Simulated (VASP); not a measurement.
## Mo: density of states with PBE

The system is Mo.

```
Mo
1.0
    -1.58121    1.58121    1.58121
     1.58121   -1.58121    1.58121
     1.58121    1.58121   -1.58121
Mo
1
Cartesian
  0.0000 0.0000 0.0000
```

| Property | Result |
| --- | --- |
| Program | VASP 6.6.1 |
| Task | density of states |
| Functional | PBE |
| Potentials or basis | VASP PAW PBE potentials, release 64 (Mo_sv) |
| Cutoff | 520 eV |
| k mesh | 18 × 18 × 18 |
| Occupations | gaussian, width 0.1 eV |
| Spin | no spin polarisation |
| k mesh for the DOS | 27 × 27 × 27 |
| Occupations for the DOS | tetrahedron |
| Further INCAR settings | ALGO = Fast; EDIFF = 1e-07; NBANDS = 13 |

The valence electrons inside the program's atomic spheres are Mo 12.47.

Levels at points of the mesh, in eV from the Fermi level:
```tsv
k point	band 3	band 4	band 5	band 6	band 7	band 8	band 9	band 10	band 11	band 12
(0.00, 0.00, 0.00)	-34.59	-34.59	-7.22	-1.36	-1.36	-1.36	1.62	1.62	14.79	14.79
```

States per cell in windows of 1 eV (zero at the Fermi level; states under -8 eV left out):
```csv
from (eV),total,Mo1_d,Mo1_p,Mo1_s
-8.0,0.00,0.00,0.00,0.00
-7.0,0.06,0.00,0.00,0.03
-6.0,0.25,0.08,0.01,0.07
-5.0,1.23,0.67,0.04,0.17
-4.0,1.23,0.86,0.04,0.05
-3.0,1.33,1.01,0.05,0.01
-2.0,1.40,0.94,0.10,0.04
-1.0,0.53,0.35,0.05,0.01
0.0,0.97,0.78,0.03,0.01
1.0,1.42,1.26,0.02,0.01
2.0,1.58,1.42,0.03,0.02
3.0,0.67,0.56,0.03,0.02
4.0,0.35,0.25,0.03,0.02
5.0,0.28,0.16,0.04,0.02
6.0,0.26,0.13,0.05,0.02
7.0,0.23,0.10,0.05,0.01
```

Wall time 39 s on 1 thread of Intel(R) Xeon(R) 6975P-C (Granite Rapids), with other jobs on the host, peak memory 0.26 GiB.
